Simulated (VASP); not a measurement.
Output of a VASP run:

**OSZICAR**
```
...
DAV:  14    -0.192401658777E+02   -0.55907E-07   -0.13103E-07  1578   0.317E-03    0.994E-04
DAV:  15    -0.192401658970E+02   -0.19332E-07   -0.25757E-08  1648   0.160E-03    0.425E-05
DAV:  16    -0.192401658922E+02    0.48342E-08   -0.26649E-10   802   0.165E-04    0.366E-05
DAV:  17    -0.192401658889E+02    0.33169E-08   -0.52503E-11   796   0.134E-04    0.257E-05
DAV:  18    -0.192401658877E+02    0.11396E-08   -0.27170E-11   730   0.766E-05    0.319E-06
DAV:  19    -0.192401658884E+02   -0.64665E-09   -0.13083E-11   658   0.415E-05
   1 F= -.19240166E+02 E0= -.19238661E+02  d E =-.192402E+02
       N       E                     dE             d eps       ncg     rms          rms(c)
DAV:   1    -0.198320513188E+02   -0.59189E+00   -0.15464E+01  1184   0.615E+01    0.567E+00
DAV:   2    -0.193261246641E+02    0.50593E+00   -0.24545E+00  1386   0.217E+01    0.120E+00
DAV:   3    -0.192954035352E+02    0.30721E-01   -0.60461E-02  1074   0.206E+00    0.679E-01
DAV:   4    -0.192848701102E+02    0.10533E-01   -0.30165E-02  1324   0.190E+00    0.298E-01
DAV:   5    -0.192848408088E+02    0.29301E-04   -0.27434E-03  1536   0.503E-01    0.108E-01
DAV:   6    -0.192847299198E+02    0.11089E-03   -0.99922E-04  1512   0.273E-01    0.364E-02
DAV:   7    -0.192847473017E+02   -0.17382E-04   -0.23191E-04  1660   0.158E-01    0.193E-02
DAV:   8    -0.192847281405E+02    0.19161E-04   -0.12270E-04  1606   0.111E-01    0.447E-03
DAV:   9    -0.192847279891E+02    0.15146E-06   -0.25328E-06  1484   0.150E-02    0.700E-04
DAV:  10    -0.192847278804E+02    0.10868E-06   -0.69051E-08  1592   0.187E-03    0.293E-04
DAV:  11    -0.192847278896E+02   -0.92223E-08   -0.39323E-09  1168   0.753E-04    0.799E-05
DAV:  12    -0.192847279065E+02   -0.16891E-07   -0.21997E-10   682   0.181E-04    0.847E-05
DAV:  13    -0.192847279112E+02   -0.46548E-08   -0.12762E-10   640   0.171E-04    0.234E-05
DAV:  14    -0.192847279092E+02    0.19559E-08   -0.58924E-11   604   0.101E-04    0.122E-05
DAV:  15    -0.192847279087E+02    0.52546E-09   -0.38052E-11   586   0.765E-05
   2 F= -.19284728E+02 E0= -.19283409E+02  d E =-.445620E-01
       N       E                     dE             d eps       ncg     rms          rms(c)
DAV:   1    -0.193198730077E+02   -0.35145E-01   -0.82368E-01  1208   0.140E+01    0.139E+00
DAV:   2    -0.192929142339E+02    0.26959E-01   -0.22781E-01  1506   0.625E+00    0.277E-01
DAV:   3    -0.192899682111E+02    0.29460E-02   -0.12125E-02  1576   0.939E-01    0.171E-01
DAV:   4    -0.192892758216E+02    0.69239E-03   -0.19112E-03  1314   0.450E-01    0.642E-02
DAV:   5    -0.192892562648E+02    0.19557E-04   -0.16255E-04  1506   0.142E-01    0.200E-02
DAV:   6    -0.192892493199E+02    0.69448E-05   -0.38494E-05  1604   0.591E-02    0.758E-03
DAV:   7    -0.192892492683E+02    0.51653E-07   -0.16304E-06  1606   0.115E-02    0.189E-03
DAV:   8    -0.192892491439E+02    0.12437E-06   -0.12682E-06  1618   0.900E-03    0.280E-04
DAV:   9    -0.192892491495E+02   -0.56266E-08   -0.25870E-08  1084   0.106E-03    0.111E-04
DAV:  10    -0.192892491671E+02   -0.17552E-07   -0.16431E-09   952   0.443E-04    0.625E-05
DAV:  11    -0.192892491640E+02    0.31382E-08   -0.31137E-10   658   0.304E-04    0.383E-05
DAV:  12    -0.192892491675E+02   -0.35800E-08   -0.11654E-10   592   0.149E-04    0.110E-05
DAV:  13    -0.192892491657E+02    0.17917E-08   -0.59099E-11   598   0.121E-04    0.231E-05
DAV:  14    -0.192892491666E+02   -0.87380E-09   -0.36811E-11   562   0.893E-05
   3 F= -.19289249E+02 E0= -.19287931E+02  d E =-.490833E-01
```

File OUTCAR:
```
------------------------ aborting loop because EDIFF is reached ----------------------------------------
  FORCE on cell =-STRESS in cart. coord.  units (eV):
  Direction    XX          YY          ZZ          XY          YZ          ZX
  --------------------------------------------------------------------------------------
  Total        0.0047458      0.0047458      0.0047458      0.0000000      0.0000000      0.0000000
  in kB        0.1098600      0.1098600      0.1098600      0.0000000      0.0000000      0.0000000
  external PRESSURE =       0.1098600 kB  Pullay stress =       0.0000000 kB
  volume of cell :       69.21
      direct lattice vectors                 reciprocal lattice vectors
     4.105750127  0.000000000  0.000000000     0.243560852  0.000000000  0.000000000
     0.000000000  4.105750127  0.000000000    -0.000000000  0.243560852  0.000000000
    -0.000000000 -0.000000000  4.105750127    -0.000000000  0.000000000  0.243560852
 POSITION                                       TOTAL-FORCE (eV/Angst)
 -----------------------------------------------------------------------------------
      0.00000      0.00000      0.00000         0.000000      0.000000      0.000000
      2.05288     -0.00000      2.05288        -0.000000     -0.000000      0.000000
     -0.00000      2.05288      2.05288        -0.000000     -0.000000      0.000000
      2.05288      2.05288      0.00000        -0.000000     -0.000000      0.000000
 -----------------------------------------------------------------------------------
    total drift:                               -0.000000     -0.000000     -0.000000
  FREE ENERGIE OF THE ION-ELECTRON SYSTEM (eV)
  ---------------------------------------------------
  free  energy   TOTEN  =       -19.2892491666 eV

  energy  without entropy=      -19.2852934017  energy(sigma->0) =      -19.28793058

 reached required accuracy - stopping structural energy minimisation
```
(Selected blocks of OUTCAR.)

### POSCAR
```
ScAl3
1
    4.1777420000     0.0000000000     0.0000000000
    0.0000000000     4.1777420000     0.0000000000
    0.0000000000     0.0000000000     4.1777420000
Sc Al
1 3
Direct
  0.0000000000   0.0000000000   0.0000000000
  0.5000000000   0.0000000000   0.5000000000
  0.0000000000   0.5000000000   0.5000000000
  0.5000000000   0.5000000000   0.0000000000
```

### Question
Write an INCAR and KPOINTS that could have produced this output.

### Answer
Several could match; the one computed here: the input of the run itself, PBE GGA, plane waves, VASP's PBE PAW potentials (set 64).

File KPOINTS:
```
Automatic mesh
0
G
  9 9 9
0 0 0
```

**INCAR**
```
SYSTEM  =  ScAl3
PREC  =  Accurate; ENCUT  =  420; LREAL  =  .FALSE.
LASPH  =  .TRUE.
EDIFF  =  1E-09; NELM  =  100; ALGO  =  Normal
LMAXMIX  =  4
ISMEAR  =  1; SIGMA  =  0.1
GGA  =  PE
IBRION  =  2; NSW  =  50; ISIF  =  3
EDIFFG  =  -0.005
LWAVE  =  .FALSE.; LCHARG  =  .FALSE.
```

POTCAR, in this order: Sc_sv Al (PBE.64 set). Program: vasp_std.

Energy and stress use the plane-wave basis of the starting cell.

The structure comes from a computed database's ScAl3 entry; how it stands against other phases isn't given here. This run relaxes it. Symmetry was kept, so distortions that lower it aren't found. The run is one of a series of settings (EDIFF = 1E-09, EDIFFG = -0.005, ENCUT = 420, IBRION = 2, ISIF = 3, NSW = 50, KPOINTS 9×9×9 Γ-centred mesh against the base run), some of them coarse on purpose.
